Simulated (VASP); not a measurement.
**BaTiO3: stress against strain**

BaTiO3 (cubic perovskite, Pm-3m, 12.881 Å³/atom and stress up to 0.12 GPa in the relaxed cell, cube axes along x, y and z) under an equal strain ε along x and y, with z held. r2SCAN in VASP (plane waves, PAW), 600 eV, 8×8×8 Γ-centred mesh, Gaussian smearing 0.05 eV; ions are relaxed, or left where forces stay under 0.02 eV/Å, within the symmetry of each cell. Stress is positive for a compressed cell.

Here s stands for strain and y for stress xx.

| strain (%) | stress xx (GPa) |
|---|---|
| -1.50 | 6.87 |
| -1.00 | 4.39 |
| -0.50 | 2.07 |
| 0.00 | -0.12 |
| 0.50 | -2.18 |
| 1.00 | -4.12 |
| 1.50 | -5.92 |
| 3.00 | ? |

Task: Using a straight line, estimate the missing y at s = 3.00 from the other rows, showing the fit.

Result: Means: s 0, y 0.141. About the means, the sum of products is -29.820 and the sum of squares of s is 7.0000; the slope is their ratio. Least squares gives y = 0.141 - 4.2600·s. Residuals (row less fit): 0.339, -0.011, -0.201, -0.261, -0.191, -0.001, 0.329; standard error 0.271 (degrees of freedom: 5). The slope gives the elastic constants C11 + C12 = 426 ± 10 GPa (± standard error of the fit, which holds the terms cut off). At the withheld row, y = 0.141 - 4.2600 × 3.0 = -12.639 GPa. The calculation gives -10.74 GPa, 1.899 GPa above the prediction (10.8 % of the range of y in the table). The row lies outside the fitted rows, so this is an extrapolation. From the scatter of the fitted rows alone, a prediction at this place has a standard error of 0.423 GPa, so the miss is 4.5 times that.

A polynomial of degree 2 through the 12 other runs of the series gives -10.57 there, so most of the miss is curvature that the fit leaves out. The primitive cell can neither tilt nor turn polar against its symmetry, as such crystals can under strain. BaTiO3 is here the ideal cubic form; the compound distorts at low or room temperature. Rows are the converged runs of the series near zero and its far end, less any whose ions stayed unrelaxed beside relaxed ones; series whose fitted rows scatter by over a few per cent of the range, as at a crossing or softening among them, aren't shown in this form. Most that stay on the fit to the last digits aren't either.
